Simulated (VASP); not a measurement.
Consider the following.

```
CELL_PARAMETERS angstrom
     -2.37368     2.37368     5.28724
      2.37368    -2.37368     5.28724
      2.37368     2.37368    -5.28724
ATOMIC_POSITIONS crystal
  Y  0.50000 0.50000 0.00000
  Y  0.75000 0.25000 0.50000
  Y  0.25000 0.75000 0.50000
  Be 0.00000 0.00000 0.00000
```

The numbers are results of PBE GGA, VASP's PBE PAW potentials (set 64) (plane waves; VASP), not measurements. Numerical set-up: 300 eV cut-off, 5×5×5 Γ-centred mesh, Fermi-Dirac smearing of 0.14 eV, potentials Y_sv Be.

At this cut-off the stress carries a Pulay error, which pulls relaxed volumes low.

Task: What does the run give for the energy per atom (σ→0), pressure, band gap (on the k-mesh) with the smallest direct gap where there is one?

Result: 
- band gap (on the k-mesh) = none (metal, semimetal or under 0.01 eV)
- energy per atom (σ→0) = -5.389 eV/atom
- pressure = -4.67 GPa

The absolute energy has meaning only against runs of the same code, potentials and settings.

The structure was generated: Y3Be was put into an ordered model structure, which need not be its known phase. The cell was not relaxed at this level. The k-mesh is coarse (spacing up to 0.37 per Å, 2π included), so the numbers may not be converged in it. The electron count is odd and the run is not spin-polarised, which forces a metal.
